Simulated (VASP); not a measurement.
Set up this calculation in VASP 6.6.1, as the native input.

* Task: relaxation of cell and atoms
* Functional: PBE
* Potentials or basis: VASP PAW PBE potentials, release 64 (Mg, Cd, S)
* Cutoff: 520 eV
* k mesh: 3 × 3 × 4
* Occupations: gaussian, width 0.15 eV
* Spin: no spin polarisation
* Further INCAR settings: PREC = Normal; ALGO = Fast; EDIFF = 0.0001; IBRION = 2; EDIFFG = -0.08; NSW = 24; ISIF = 3

The structure of MgCd2S3 lies in POSCAR:

```
MgCd2S3
1.0
    6.1423457000      0.0000000000      0.0000000000
   -3.0711728500      5.3194274200      0.0000000000
    0.0000000000      0.0000000000      4.0799567400
Mg Cd S
1 2 3
Direct
    0.0000000000      0.0000000000      0.0000000000
    0.3333333300      0.6666666700      0.0000000000
    0.6666666700      0.3333333300      0.0000000000
    0.0000000000      0.5000000000      0.5000000000
    0.5000000000      0.5000000000      0.5000000000
    0.5000000000      0.0000000000      0.5000000000
```

The cell was built by a generator and needn't be a form met in nature.

One way to write it, as run:

INCAR

```
PREC = Normal
ENCUT = 520
EDIFF = 1E-4
ISMEAR = 0
SIGMA = 0.15
LREAL = False
LASPH = True
NELM = 60
ALGO = Fast
ISIF = 3
LWAVE = False
LCHARG = False
GGA = PE
IBRION = 2
NSW = 24
EDIFFG = -0.08
```

KPOINTS

```
regular mesh
0
Gamma
  3 3 4
```

Potentials or basis: VASP PAW PBE potentials, release 64 (Mg, Cd, S).

Command:

```console
$ cat potpaw_PBE.64/Mg/POTCAR potpaw_PBE.64/Cd/POTCAR potpaw_PBE.64/S/POTCAR > POTCAR
$ mpirun -np 1 vasp_std > vasp.out
```

Results of the run:

```
Relaxed volume                         : 26.16 Å³/atom
Relaxed cell                           : a = 7.712 Å, b = 7.712 Å, c = 3.048 Å, α = 90.00°, β = 90.00°, γ = 120.00°
Space group after relaxing (to 0.05 Å) : P6/mmm (No. 191)
Energy gained by relaxing              : 186.7 meV/atom
Ionic steps                            : 15
Pressure after relaxing                : 0.0 GPa
Band gap on the k mesh                 : none (metal or under the smearing width)
```

Caveat: the k mesh is coarse (spacing up to 0.39 Å⁻¹), so the values aren't converged; the volume moved by over 15 % at a fixed basis, so the end points are rough.

It took 2.1 min on 1 thread of Intel(R) Xeon(R) Platinum 8488C (Sapphire Rapids), on a shared host, peak memory 0.2 GiB.
